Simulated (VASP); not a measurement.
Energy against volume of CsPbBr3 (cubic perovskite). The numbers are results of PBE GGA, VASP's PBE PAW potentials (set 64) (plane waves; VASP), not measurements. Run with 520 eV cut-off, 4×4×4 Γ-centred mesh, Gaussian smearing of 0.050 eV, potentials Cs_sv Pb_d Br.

```json
[
 {"V (Å³/atom)": "40.664", "E (eV/atom)": "-3.16295"},
 {"V (Å³/atom)": "41.962", "E (eV/atom)": "-3.17153"},
 {"V (Å³/atom)": "43.260", "E (eV/atom)": "-3.17462"},
 {"V (Å³/atom)": "44.558", "E (eV/atom)": "-3.17311"}
]
```

Question: Fit these four points and predict the energy of the run at 45.855 Å³/atom.

Answer: A cubic in V^(−2/3), the third-order Birch-Murnaghan form, passes through the four points with V0 = 43.45 Å³/atom and B0 = 18 GPa, and gives -3.1677 eV/atom there. The run gave -3.1677 eV/atom, +0.0 meV/atom from the fit; all five points give B0 = 19 GPa.

The compound is CsPbBr3 in the cubic perovskite structure, the ideal cubic form; the compound distorts at low or room temperature. It was relaxed first, which changed the volume by +7 %.
